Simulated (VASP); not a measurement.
Input:

```
GaAs
1.0
    0.00000     2.90965     2.90965
    2.90965     0.00000     2.90965
    2.90965     2.90965     0.00000
Ga As
1 1
Cartesian
  0.00000   0.00000   0.00000
  1.45483   1.45483   1.45483
```

All values below come from optB86b-vdW, VASP's PBE PAW potentials (set 64) (plane waves; VASP). Settings: 520 eV cut-off, 8×8×8 Γ-centred mesh, Gaussian smearing of 0.050 eV, potentials Ga_d As.

Problem. Give the stress tensor in GPa (positive for a compressed cell).

Solution. 
```
-3.19   0.00   0.00
 0.00  -3.19   0.00
 0.00   0.00  -3.19
```
The pressure is its mean diagonal, -3.19 GPa.

The compound is GaAs in the zinc blende structure. This cell is one point of a volume scan, at 1.06 of the reference volume.
